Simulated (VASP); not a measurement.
**NbTe: single point with PBE**

The system is NbTe.

```xyz
2
Lattice="3.7030 0.0000 0.0000 -1.8515 3.2069 0.0000 0.0000 0.0000 3.6942" Properties=species:S:1:pos:R:3 pbc="T T T"
Te    1.8515    1.0690    0.0000
Nb    0.0000    0.0000    1.8471
```

The cell comes from a database or a generator and needn't be the stable form of this composition.

```
Program             : VASP 6.6.1
Task                : single point
Functional          : PBE
Potentials or basis : VASP PAW PBE potentials, release 64 (Te, Nb_pv)
Cutoff              : 900 eV
k mesh              : 12 × 12 × 11
Occupations         : gaussian, width 0.05 eV
Spin                : no spin polarisation
```

```
Pressure               : 0.0 GPa
Band gap on the k mesh : none (metal or under the smearing width)
```

Stress tensor (GPa, compression positive):
```
-0.23  0.00  0.00
 0.00 -0.23  0.00
 0.00  0.00  0.45
```

Levels at points of the mesh, in eV from the Fermi level:
```csv
k point,band 5,band 6,band 7,band 8,band 9,band 10,band 11,band 12,band 13,band 14
"(0.00, 0.00, 0.00)",-3.10,-3.10,-2.95,-2.27,0.17,0.17,2.52,2.52,2.95,6.04
"(0.50, 0.00, 0.00)",-7.14,-3.78,-2.59,-2.53,-0.16,1.27,1.53,3.11,3.91,5.83
```

Run time: 120 s on 1 thread of Intel(R) Xeon(R) Platinum 8488C (Sapphire Rapids) (shared host), peak memory 0.34 GiB.

Spin-orbit coupling is left out, which matters for the levels of Te.
